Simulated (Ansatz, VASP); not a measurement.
**SrRe6: VASP beside Ansatz**

```
Sr Re
1.0
    -3.46918    3.46918    3.46918
     3.46918   -3.46918    3.46918
     3.46918    3.46918   -3.46918
Sr Re
1 6
Direct
  0.00000 0.00000 0.00000
  0.75000 0.25000 0.50000
  0.25000 0.75000 0.50000
  0.50000 0.25000 0.75000
  0.75000 0.50000 0.25000
  0.50000 0.75000 0.25000
  0.25000 0.50000 0.75000
```

Alike in both runs: task relaxation of cell and atoms; functional PBE; k mesh 8 × 8 × 8; occupations gaussian, width 0.1 eV; no spin polarisation.

```csv
,VASP,Ansatz
version,VASP 6.6.1,Ansatz 0.2.0
potentials or method,"VASP PAW PBE potentials, release 64 (Sr_sv, Re)","scalar-relativistic, plane waves, PAW"
plane-wave cutoff (eV),600,420
valence electrons in the cell,52,100
```

```tsv
	VASP	Ansatz	Ansatz less VASP
gap on the k mesh at the Fermi level, each at its own relaxed structure (eV)	none	none	-
relaxed volume (Å³/atom)	23.68	23.86	+0.183
relaxed cell length with the largest relative difference (Å)	5.993	6.009	+0.0154
```

A gap of «none» marks a metal or a gap that the smearing closes. The two sets of potentials don't hold the same shells in valence.

Spin-orbit coupling is left out, which matters for the levels of Re.
